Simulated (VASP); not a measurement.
The input files of a VASP run:

**INCAR**
```
! general
SYSTEM = Si
PREC   = Accurate
ENCUT  = 300   ! plane-wave cut-off (eV)
LREAL  = .FALSE.   ! projection in real space or not
LASPH  = .TRUE.

! electronic loop
EDIFF  = 1E-6
NELM   = 100   ! most electronic steps
ALGO   = Normal   ! blocked Davidson

! smearing
ISMEAR = 0
SIGMA  = 0.1   ! width (eV)

! functional
GGA    = PE

! ions
ISIF   = 2

! output
LWAVE  = .FALSE.
LCHARG = .FALSE.
```

File KPOINTS:
```
Automatic mesh
0
Gamma
8 6 1
0 0 0
```

POSCAR:
```
Si
3.8492770
  1.0000000000   0.0000000000   0.0000000000
 -1.0000000000   1.0000000000   0.0000000000
  0.0000000000   0.0000000000   4.6977133628
Si
4
Cartesian
  0.5004580000   0.0025980000   1.8339685060
 -0.5096490000   0.5061770000   2.8581874619
  0.0025100000   0.4948970000   2.5317245695
  0.0066810000  -0.0036710000   2.1715508859
```

POTCAR, in this order: Si (PBE.64 set). Program: vasp_std.

Write an equivalent input for Quantum ESPRESSO's pw.x.

One equivalent input (not run):
```
&CONTROL
  calculation = 'scf'
  pseudo_dir = './pseudo'
  outdir = './out'
  tprnfor = .true.
  tstress = .true.
/
&SYSTEM
  ibrav = 0
  nat = 4
  ntyp = 1
  ecutwfc = 36
  occupations = 'smearing'
  smearing = 'gaussian'
  degauss = 0.00735
  input_dft = 'pbe'
/
&ELECTRONS
  conv_thr = 7.3e-08
  electron_maxstep = 100
/
ATOMIC_SPECIES
  Si 28.085 Si.upf
CELL_PARAMETERS angstrom
     3.8492770    0.0000000    0.0000000
    -3.8492770    3.8492770    0.0000000
     0.0000000    0.0000000   18.0828000
ATOMIC_POSITIONS crystal
  Si   0.5030560  0.0025980  0.3903960
  Si  -0.0034720  0.5061770  0.6084210
  Si   0.4974070  0.4948970  0.5389270
  Si   0.0030100 -0.0036710  0.4622570
K_POINTS automatic
  8 6 1 0 0 0
```
What does not carry over: the potentials are each code's own (VASP's PAW set, PseudoDojo norm-conserving files in pw.x), so ENCUT and ecutwfc are chosen apart and not converted; conv_thr bounds pw.x's estimated SCF error, while EDIFF bounds the energy change between steps.

The cell is a sheet with vacuum, built from a database entry that may be metastable or hypothetical.
